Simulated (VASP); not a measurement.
Data:

```
C
1.0
    1.23367    -2.13678     0.00000
    1.23367     2.13678     0.00000
    0.00000     0.00000     7.92714
C
4
Direct
  0.00000   0.00000   0.25000
  0.00000   0.00000   0.75000
  0.33333   0.66667   0.25000
  0.66667   0.33333   0.75000
```

All values below come from PBE GGA, VASP's PBE PAW potentials (set 64) (plane waves; VASP 6.6.1). Run with 520 eV cut-off, Gaussian smearing of 0.050 eV, potentials C.

Without a dispersion term in the relaxation, distances and binding between the weakly bound layers, chains or molecules are unreliable, and so is what depends on them.

Question: Give the energies of bands 3 to 10 at the high-symmetry points, in eV from the Fermi level.

Answer: 
```tsv
band	Γ	M	K	A	L	H
3	-7.97	-13.23	-12.59	-7.61	-13.22	-12.59
4	-7.20	-13.21	-12.57	-7.61	-13.22	-12.59
5	-3.04	-6.42	-10.54	-3.04	-6.41	-10.54
6	-3.04	-6.41	-10.54	-3.04	-6.41	-10.54
7	-3.04	-2.49	-0.22	-3.04	-2.36	0.00
8	-3.04	-2.24	0.00	-3.04	-2.36	0.00
9	3.33	1.55	0.00	4.91	1.67	0.00
10	7.37	1.86	0.23	4.91	1.67	0.00
```

It has no gap at this level: it comes out as a metal or semimetal.

The compound is C in the graphite structure. It was relaxed first, which changed the volume by +19 %.
